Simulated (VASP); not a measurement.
OSZICAR of a VASP run on TiTe₂ (atoms displaced from the space group 164 structure):

OSZICAR:
```
       N       E                     dE             d eps       ncg     rms          rms(c)
DAV:   1     0.126828596913E+03    0.12683E+03   -0.81917E+03  9712   0.952E+02
DAV:   2    -0.103849457081E+02   -0.13721E+03   -0.13584E+03 11168   0.274E+02
DAV:   3    -0.204492954776E+02   -0.10064E+02   -0.98718E+01 14752   0.717E+01
DAV:   4    -0.206732293166E+02   -0.22393E+00   -0.22379E+00 12120   0.110E+01
DAV:   5    -0.206832320832E+02   -0.10003E-01   -0.10002E-01 15096   0.196E+00    0.119E+01
DAV:   6    -0.211911780413E+02   -0.50795E+00   -0.61883E+01 13216   0.450E+01    0.170E+01
DAV:   7    -0.185195164837E+02    0.26717E+01   -0.50308E+01 13888   0.397E+01    0.558E+00
DAV:   8    -0.181858036014E+02    0.33371E+00   -0.20225E+00 11424   0.941E+00    0.206E+00
DAV:   9    -0.182029725343E+02   -0.17169E-01   -0.70796E-01 13088   0.503E+00    0.193E+00
DAV:  10    -0.181761984695E+02    0.26774E-01   -0.71155E-01 12544   0.528E+00    0.103E+00
DAV:  11    -0.181653797571E+02    0.10819E-01   -0.52983E-02 11888   0.149E+00    0.521E-01
DAV:  12    -0.181654084347E+02   -0.28678E-04   -0.73886E-04 10432   0.204E-01    0.349E-01
DAV:  13    -0.181649178752E+02    0.49056E-03   -0.20997E-03 14264   0.254E-01    0.129E-01
DAV:  14    -0.181649051895E+02    0.12686E-04   -0.38011E-05  9640   0.438E-02    0.691E-02
DAV:  15    -0.181648843605E+02    0.20829E-04   -0.46758E-05 13448   0.412E-02    0.528E-02
DAV:  16    -0.181648757989E+02    0.85617E-05   -0.25553E-05 11912   0.317E-02    0.148E-02
DAV:  17    -0.181648736963E+02    0.21026E-05   -0.13075E-05 10568   0.187E-02    0.305E-03
DAV:  18    -0.181648736898E+02    0.64333E-08   -0.45383E-07  4840   0.475E-03
   1 F= -.18164874E+02 E0= -.18115671E+02  d E =-.984055E-01
```

Which electronic solver shows in the log?

It is blocked Davidson (ALGO = Normal, or the opening steps of other solvers). The INCAR had ALGO = Normal.

Can the final energy be trusted as converged?

The calculation finished and met its thresholds. It stopped with EDIFF = 1E-6, NELM = 100 (LDA (Ceperley-Alder, Perdew-Zunger), plane waves, VASP's LDA PAW potentials (set 64)).

The structure comes from a computed database's TiTe2 entry; how it stands against other phases isn't given here. The cell was not relaxed at this level, atoms are displaced from their ideal sites. The run is one of a series of settings (GGA removed, POTCAR Ti_sv Te (LDA.64 set) against the base run), some of them coarse on purpose.
